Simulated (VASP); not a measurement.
Calculation: revPBE GGA, VASP's PBE PAW potentials (set 64) (plane waves; VASP).

VASP ran on this input.

### INCAR
```
SYSTEM = CsPbBr3
PREC = Accurate
ENCUT = 520
EDIFF = 1E-7
NELM = 100
ALGO = Normal
LREAL = .FALSE.
LASPH = .TRUE.
ISMEAR = 0
SIGMA = 0.05
GGA = RE
LMAXMIX = 4
LWAVE = .FALSE.
LCHARG = .FALSE.
ISIF = 2
```

File POSCAR:
```
CsPbBr3
1
    6.1824445117     0.0000000000     0.0000000000
    0.0000000000     6.1824445117     0.0000000000
    0.0000000000     0.0000000000     6.1824445117
Cs Pb Br
1 1 3
Direct
  0.0000000000   0.0000000000   0.0000000000
  0.5000000000   0.5000000000   0.5000000000
  0.5000000000   0.0000000000   0.5000000000
  0.0000000000   0.5000000000   0.5000000000
  0.5000000000   0.5000000000   0.0000000000
```

File KPOINTS:
```
Automatic mesh
0
Gamma
4 4 4
0 0 0
```

POTCAR, in this order: Cs_sv Pb_d Br (PBE.64 set). Program: vasp_std.

What VASP printed:

### OUTCAR
```
 ion  position               nearest neighbor table
   1  0.000  0.000  0.000-
   2  0.500  0.500  0.500-   3 3.09   4 3.09   5 3.09   5 3.09   3 3.09   4 3.09
   3  0.500  0.000  0.500-   2 3.09   2 3.09
   4  0.000  0.500  0.500-   2 3.09   2 3.09
   5  0.500  0.500  0.000-   2 3.09   2 3.09
  LATTYP: Found a simple cubic cell.
 ALAT       =     6.1824445117
 Subroutine PRICEL returns:
 Original cell was already a primitive cell.
 Subroutine GETGRP returns: Found 48 space group operations
The static configuration has the point symmetry O_h .
The dynamic configuration has the point symmetry O_h .
 Subroutine INISYM returns: Found 48 space group operations
 Subroutine IBZKPT returns following result:
 Found     10 irreducible k-points:

 Following reciprocal coordinates:
            Coordinates               Weight
  0.000000  0.000000  0.000000      1.000000
  0.250000  0.000000  0.000000      6.000000
  0.500000  0.000000  0.000000      3.000000
  0.250000  0.250000  0.000000     12.000000
  0.500000  0.250000  0.000000     12.000000
  0.500000  0.500000  0.000000      3.000000
  0.250000  0.250000  0.250000      8.000000
  0.500000  0.250000  0.250000     12.000000
  0.500000  0.500000  0.250000      6.000000
  0.500000  0.500000  0.500000      1.000000
   k-points           NKPTS =     10   k-points in BZ     NKDIM =     10   number of bands    NBANDS=     26
   number of dos      NEDOS =    301   number of ions     NIONS =      5
   total plane-waves  NPLWV = 110592
   dimension x,y,z NGX =    48 NGY =   48 NGZ =   48
   dimension x,y,z NGXF=    96 NGYF=   96 NGZF=   96
   ions per type =               1   1   3
   PREC   = accura    normal or accurate (medium, high low for compatibility)
   ISTART =      0    job   : 0-new  1-cont  2-samecut
   ICHARG =      2    charge: 1-file 2-atom 10-const
   ISPIN  =      1    spin polarized calculation?
   LNONCOLLINEAR =      F non collinear calculations
...
```

OSZICAR:
```
       N       E                     dE             d eps       ncg     rms          rms(c)
DAV:   1     0.399921501327E+03    0.39992E+03   -0.18467E+04   520   0.147E+03
DAV:   2     0.321128385037E+02   -0.36781E+03   -0.36267E+03   686   0.320E+02
DAV:   3    -0.139699540753E+02   -0.46083E+02   -0.45928E+02   596   0.124E+02
DAV:   4    -0.157093441629E+02   -0.17394E+01   -0.17352E+01   672   0.342E+01
DAV:   5    -0.157566049482E+02   -0.47261E-01   -0.47220E-01   648   0.438E+00    0.377E+00
DAV:   6    -0.149596934805E+02    0.79691E+00   -0.14095E+00   748   0.105E+01    0.219E+00
DAV:   7    -0.148954203245E+02    0.64273E-01   -0.67933E-01   722   0.425E+00    0.113E+00
DAV:   8    -0.149217079530E+02   -0.26288E-01   -0.92843E-02   566   0.253E+00    0.236E-01
DAV:   9    -0.149218055297E+02   -0.97577E-04   -0.11327E-02   736   0.793E-01    0.138E-01
DAV:  10    -0.149231242317E+02   -0.13187E-02   -0.28186E-03   588   0.317E-01    0.626E-02
DAV:  11    -0.149232894944E+02   -0.16526E-03   -0.56563E-04   602   0.206E-01    0.122E-02
DAV:  12    -0.149232987654E+02   -0.92710E-05   -0.10584E-04   740   0.770E-02    0.966E-03
DAV:  13    -0.149232999436E+02   -0.11782E-05   -0.21138E-05   602   0.300E-02    0.417E-03
DAV:  14    -0.149233004358E+02   -0.49217E-06   -0.10194E-06   630   0.828E-03    0.950E-04
DAV:  15    -0.149233005257E+02   -0.89887E-07   -0.10030E-07   438   0.219E-03
   1 F= -.14923301E+02 E0= -.14923301E+02  d E =-.318157E-14
```

OUTCAR:
```
------------------------ aborting loop because EDIFF is reached ----------------------------------------
  FORCE on cell =-STRESS in cart. coord.  units (eV):
  Direction    XX          YY          ZZ          XY          YZ          ZX
  --------------------------------------------------------------------------------------
  Total       -0.7152755     -0.7152755     -0.7152755     -0.0000000      0.0000000     -0.0000000
  in kB       -4.8495699     -4.8495699     -4.8495699     -0.0000000      0.0000000     -0.0000000
  external PRESSURE =      -4.8495699 kB  Pullay stress =       0.0000000 kB
  volume of cell :      236.31
      direct lattice vectors                 reciprocal lattice vectors
     6.182444512  0.000000000  0.000000000     0.161748318  0.000000000  0.000000000
     0.000000000  6.182444512  0.000000000     0.000000000  0.161748318  0.000000000
     0.000000000  0.000000000  6.182444512     0.000000000  0.000000000  0.161748318
 POSITION                                       TOTAL-FORCE (eV/Angst)
 -----------------------------------------------------------------------------------
      0.00000      0.00000      0.00000         0.000000      0.000000      0.000000
      3.09122      3.09122      3.09122         0.000000      0.000000      0.000000
      3.09122      0.00000      3.09122         0.000000      0.000000      0.000000
      0.00000      3.09122      3.09122         0.000000      0.000000      0.000000
      3.09122      3.09122      0.00000         0.000000      0.000000      0.000000
 -----------------------------------------------------------------------------------
    total drift:                                0.000000     -0.000000     -0.000000
  FREE ENERGIE OF THE ION-ELECTRON SYSTEM (eV)
  ---------------------------------------------------
  free  energy   TOTEN  =       -14.9233005257 eV

  energy  without entropy=      -14.9233005257  energy(sigma->0) =      -14.92330053
```
(Selected blocks of OUTCAR.)

The compound is CsPbBr3 in the cubic perovskite structure, the ideal cubic form; the compound distorts at low or room temperature. This cell is one point of a volume scan, at 1.03 of the reference volume.
